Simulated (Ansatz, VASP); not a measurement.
## Cross-check of InGe2 between VASP and Ansatz

Aim: how closely do two programs agree when they are given the same cell, functional and k mesh? The cell is generated by rule, not measured, and may not be a known phase. The cell is taken from a series of runs on this material, whose earlier steps may have relaxed, scaled, displaced or heated it; both programs get it as it stands.

Main program and level: Ansatz 0.2.0; plane waves, with VASP 6.6.1 beside it; zone-centre phonons at PBE.

The structure was built from a prototype and need not be the compound's stable phase.

## 1. The starting structure

It takes space group P6/mmm (No. 191, hexagonal). The conventional cell has a = 4.481 Å, b = 4.481 Å, c = 4.179 Å, α = 90.00°, β = 90.00°, γ = 120.00°. Nearest to In lie 12 Ge at 3.33 Å. Nearest to Ge lie 3 Ge at 2.59 Å and 6 In at 3.33 Å. Farther neighbours are not listed.

## 2. Ansatz: zone-centre phonons, PBE

Ansatz runs on its NC files.

Second derivatives magnify differences that forces hide, and they need a tight electronic threshold.

Input file input.yaml:

```yaml
crystal:
  lattice:
    - [4.4813099044, 3.7191e-06, 0.0]
    - [-2.240658173, 3.8809263599, 0.0]
    - [0.0, 0.0, 4.1789659809]
  atoms:
    - { symbol: In, position: [0.0, 0.0, 0.0] }
    - { symbol: Ge, position: [0.3333333333, 0.6666666667, 0.5] }
    - { symbol: Ge, position: [0.6666666667, 0.3333333333, 0.5] }
kpoints:
  mp_grid: { grid: [12, 12, 12] }
hamiltonian:
  xc: pbe
  pseudopotentials: { kind: nc }
scf:
  occupations: { method: methfessel_paxton, width: 0.2 }
output:
  eigenvalues: true
phonons:
  method: dfpt
  qmesh: [1, 1, 2]
  temperatures: { t_max: 1000, t_step: 50 }
  qpath:
    path:
      - [[0.0, 0.0, 0.0], [0.5, 0.0, 0.0], [0.33333333, 0.33333333, 0.0], [0.0, 0.0, 0.0], [0.0, 0.0, 0.5], [0.5, 0.0, 0.5], [0.33333333, 0.33333333, 0.5], [0.0, 0.0, 0.5]]
      - [[0.5, 0.0, 0.5], [0.5, 0.0, 0.0]]
      - [[0.33333333, 0.33333333, 0.5], [0.33333333, 0.33333333, 0.0]]
    npoints: 10
```

On the command line:

```sh
> ansatz run input.yaml --threads 8 --pin off --max-ram 14336MiB --backend cpu --events-out ev --progress --plain --runs-dir out
```

Numbers of over 12 decimals in the logs are rounded to 6 here.

The program printed:

```text
Engine: ansatz 0.2.0, aarch64-unknown-linux-gnu
Pseudopotentials: kind: nc
Pseudopotential: In, nc, valence charge 13, recommended cutoff 952.398519 eV (normal), In.nc.azcp
Pseudopotential: Ge, nc, valence charge 14, recommended cutoff 1061.244064 eV (normal), Ge.nc.azcp
Functional definition: PBE
  parameter kappa = 0.804
  parameter beta = 0.066725
  exchange = pbe_x(kappa = kappa, mu = beta*pi^2/3)
  correlation = pbe_c(beta = beta)
Crystal: 3 atoms, lattice volume = 72.679 Å³
Basis set: ecut = 1061.244064 eV, 5705 PW (Γ), exchange–correlation on 96×96×90 points (8 copies of the dense FFT grid, shifted against one another)
Bands: 25, of which v1, the nominal top of the filled ones, is band 21 counted from 1 (20 counted from 0)
Symmetry: 24 space group operations
k-points: 133 of 1728
Non-local potential: In, projectors of the file, l = 0: 2, l = 1: 2, l = 2: 2, l = 3: 1
Non-local potential: Ge, projectors of the file, l = 0: 2, l = 1: 2, l = 2: 2
Initial density: superposition of atomic densities (chi_scale 0.1, normalization cell, long waves kept (reshape's long-wave potential 0.00 eV rms))
Initial wavefunctions: pseudopotential atomic-orbital guess
Functional: x = pbe(κ = 0.804, μ = 0.219515), c = pbe(β = 0.066725)
SCF iter   1: F=—  HF=-6668.067541 eV  |F-HF|=—  |Δ(HF+E_count)|=         —  Δρ=1.90e-2  dr2=2.16e-1  ethr=3.10e-3  ⟨swp⟩=5.7  Hψ=13586  notcnv=0
preconditioner: auto → Kerker (q_TF=auto, 2.480 Å⁻¹)  [metal: Δε(μ)=0.018 eV  Ē_g=19.428 eV  σ=0.200 eV  W_gap=0.08  n_scr=20 (ndim 8)  ℏωp=27.9 eV  f_vac=0.000  D(μ)=1.29/eV (n_scr^D=8)]
SCF iter   2: F=—  HF=-6668.016706 eV  |F-HF|=—  |Δ(HF+E_count)|=   5.08e-2  S|Δr|=    0.00e0  Δρ=1.12e-2  dr2=8.25e-2  ethr=5.27e-4  ⟨swp⟩=1.0  Hψ=4389  notcnv=0
SCF iter   3: F=—  HF=-6667.993963 eV  |F-HF|=—  |Δ(HF+E_count)|=   2.27e-2  S|Δr|=    0.00e0  Δρ=2.66e-3  dr2=3.14e-3  ethr=2.01e-4  ⟨swp⟩=2.6  Hψ=5737  notcnv=0
SCF iter   4: F=—  HF=-6667.993508 eV  |F-HF|=—  |Δ(HF+E_count)|=   4.55e-4  S|Δr|=    0.00e0  Δρ=1.17e-3  dr2=4.43e-4  ethr=7.66e-6  ⟨swp⟩=2.0  Hψ=6056  notcnv=0
SCF iter   5: F=—  HF=-6667.993360 eV  |F-HF|=—  |Δ(HF+E_count)|=   1.48e-4  S|Δr|=    0.00e0  Δρ=2.17e-4  dr2=2.78e-5  ethr=1.08e-6  ⟨swp⟩=2.1  Hψ=6042  notcnv=0
SCF iter   6: F=—  HF=-6667.993358 eV  |F-HF|=—  |Δ(HF+E_count)|=   2.36e-6  S|Δr|=    0.00e0  Δρ=3.98e-5  dr2=2.00e-6  ethr=6.77e-8  ⟨swp⟩=3.3  Hψ=6682  notcnv=0
SCF iter   7: F=—  HF=-6667.993522 eV  |F-HF|=—  |Δ(HF+E_count)|=   1.64e-4  S|Δr|=    0.00e0  Δρ=1.47e-5  dr2=1.98e-7  ethr=4.88e-9  ⟨swp⟩=3.4  Hψ=6955  notcnv=0
SCF iter   8: F=—  HF=-6667.993522 eV  |F-HF|=—  |Δ(HF+E_count)|=   1.82e-8  S|Δr|=    0.00e0  Δρ=4.17e-6  dr2=1.95e-8  ethr=4.82e-10  ⟨swp⟩=2.2  Hψ=5452  notcnv=0
SCF iter   9: F=—  HF=-6667.993522 eV  |F-HF|=—  |Δ(HF+E_count)|=  4.98e-10  S|Δr|=    0.00e0  Δρ=1.18e-6  dr2=9.06e-10  ethr=4.76e-11  ⟨swp⟩=2.6  Hψ=5460  notcnv=0
SCF iter  10: F=—  HF=-6667.993522 eV  |F-HF|=—  |Δ(HF+E_count)|=  1.45e-10  S|Δr|=    0.00e0  Δρ=2.25e-7  dr2=4.32e-11  ethr=2.21e-12  ⟨swp⟩=3.0  Hψ=7299  notcnv=0
SCF iter  11: F=-6667.993522 eV  HF=-6667.993522 eV  |F-HF|=5.46e-12  |Δ(HF+E_count)|=  2.73e-11  S|Δr|=    0.00e0  Δρ=8.50e-8  dr2=3.80e-12  ethr=1.00e-12  ⟨swp⟩=11.6  Hψ=23009  notcnv=0
SCF 1 converged in 11 iterations: F = -6667.993522 eV  dr2 = 3.80e-12
phonons: the bands overlap, so this run is a metal and interpolates without the dipole-dipole term. If the crystal is really an insulator or semiconductor, its LO-TO splitting is missing
NSCF: frozen V_eff on 133 k-points
WARN: eigensolver did not converge in 24 slots of this pass, the one above among them; of largest residual over every band (k=21): 1 band(s) unlocked (lowest unlocked band 24, counted from 0; max residual 1.03e-3 eV among the unlocked bands, 1.03e-3 eV over every band); of lowest unlocked band (k=15): band 24
NSCF: frozen V_eff on 518 k-points
DFPT response loops at q = (0, 0, 0) (fractional): preconditioner auto → Kerker (q_TF=auto, 2.480 Å⁻¹) (partly filled bands, converged f_vac=0.000); β = 1.00, the filter's whole step (`scf.mixing.beta` (0.50) is not read by the response loops under this deck's `scf.mixing.preconditioner`; to damp them name `kerker` or `kerker_dos`, under which they read `scf.mixing.beta`, and type it under 1.00, their step now; both keys bind the ground state too); Broyden in place of MSR1
NSCF: frozen V_eff on 1036 k-points
DFPT response loops at q = (0, 0, -0.5) (fractional): mixed as the last ones told, above
SCF converged after 11 iterations
Stability not checked: this state was not tested for a lower state beside it, because cold or Methfessel-Paxton smearing, or corrected tetrahedra, fill the levels in a way that the test cannot read (fill_not_monotonic; see scf.lower_state_search)
Free energy (F): -6667.993522 eV
Harris-Foulkes:  -6667.993522 eV  (|F-HF|=5.46e-12)
Internal energy: -6667.993154 eV  (E = F + TS)
E sigma→0 (E₀):  -6667.993430 eV
Entropy (-TS):   -0.000368 eV (-0.123 meV/atom)
Fermi energy:    9.671791 eV
--- Per-component energies (eV) ---
  E_band       = -295.663782
  E_kinetic    = 4784.537454
  E_local      = -5354.302371  (includes V_loc(G=0)·N_el)
  E_nonlocal   = -2285.760246
  E_hartree    = 1832.236123
  E_xc         = -1731.101313
  E_vxc        = -1104.610860  (∫ρ·V_xc dr)
  E_ewald      = -3913.602801
  E_smearing   = -0.000368  (= −TS)
  E_closure    = 0.000000  (closes the sum)
  Σ components = -6667.993522   (vs F -6667.993522, Δ=0.00e0)
--- Band table (eV; the first three rows and the last of 133) ---
  k-point 0: bands = [... 17 lower, 6.8160, 7.6038, 7.7911, 7.7911, 9.9846, 9.9846, 13.5931, 14.4166]
  k-point 1: bands = [... 17 lower, 6.1673, 7.8068, 7.8068, 8.2798, 10.0518, 10.0518, 13.7801, 14.2142]
  k-point 2: bands = [... 17 lower, 6.2378, 7.8508, 7.8508, 9.1610, 10.2519, 10.2519, 13.7261, 14.2970]
  k-point 132: bands = [... 17 lower, 4.9284, 5.6828, 7.0028, 7.0028, 12.8486, 12.8486, 13.1185, 15.8740]
--- Phonons (Γ-DFPT): 4 representative perturbations + reference (Σ response iterations 12) ---
  ASR residual: 4.154e-4 → 0.000e0 eV/Å²; symmetrization residual: 2.833e-5 eV/Å²
  ASR residual per site (eV/Å²): 4.15e-4 3.50e-5 3.50e-5
  Γ frequencies (cm⁻¹): -49.65 0.00 0.00 0.00 50.16 50.16 93.97 204.36 204.36
--- Phonons (arbitrary-q DFPT): 2 irreducible q on the 1×1×2 mesh ---
  q = [0.0000, 0.0000, 0.0000] (star 1, of the zone-centre solve; hermiticity 9.90e-6, symmetrization 3.84e-7): -49.65 -0.00 0.00 0.00 50.16 50.16 93.97 204.36 204.36
  q = [0.0000, 0.0000, -0.5000] (star 1, 4 solved perturbations in 1302 linear systems a pass and spin channel, the states on 518 of 1728 k-point pairs; hermiticity 3.44e-7, symmetrization 1.72e-7, the responses' own estimated error 2.4e-4 eV/Å²): -62.12 44.76 44.76 46.66 46.66 67.62 77.67 196.03 196.03
  sum rule: each row above includes the acoustic sum rule's correction from the zone centre's row sums; it moved no ω² by more than (0.99 cm⁻¹)²
  mesh force constants: q→R imaginary residual 0.00e0; ASR residual 4.154e-4 → 0.000e0 eV/Å²; symmetrization residual 7.105e-15 eV/Å²
  interpolated dispersion: 93 rows × 9 modes
  density of states and harmonic sums: on the 16×16×16 q-mesh, interpolated from the force constants of a 1×1×2 supercell (no non-analytic term)
  largest difference from the sums on the solved wave vectors: F 3.24e-1 eV, S 4.57e-4 and C_V 1.33e-4 eV/K
  zero-point energy: 0.046819 eV/cell   skipped modes (ω ≤ 0): 258, of them read as no rigid motion or as one in doubt: 255 (9.575e-1 modes/cell left out, lowest -62.12 cm⁻¹)   left out of the sums: 1.06e-1 of the cell's modes: C_V's classical limit lies that fraction below 3 k_B per atom; for a crystal, a wire or a layer, F and S can be off by more, and a phonons.interpolated_qmesh denser along its periods is the remedy for the sampling
```

Reading the cycles: dr2 is the Hartree energy of the density residual (eV), the measure of convergence; HF is the Harris–Foulkes estimate of the energy, which meets the free energy F at convergence.

[end of part 1 of 2]

[Lines on the potential files, build, host, timing and source positions are cut from VASP's logs without a mark.]

[Logs are printed without paths, hosts, clocks, repeated set-up lines and the standing remarks that a program may print on its own settings, such as how far it seeks lower states.]

[Hosts, paths, dates, database ids (printed as entryN), source tags and the programs' standing remarks are cut or masked in the printed files.]
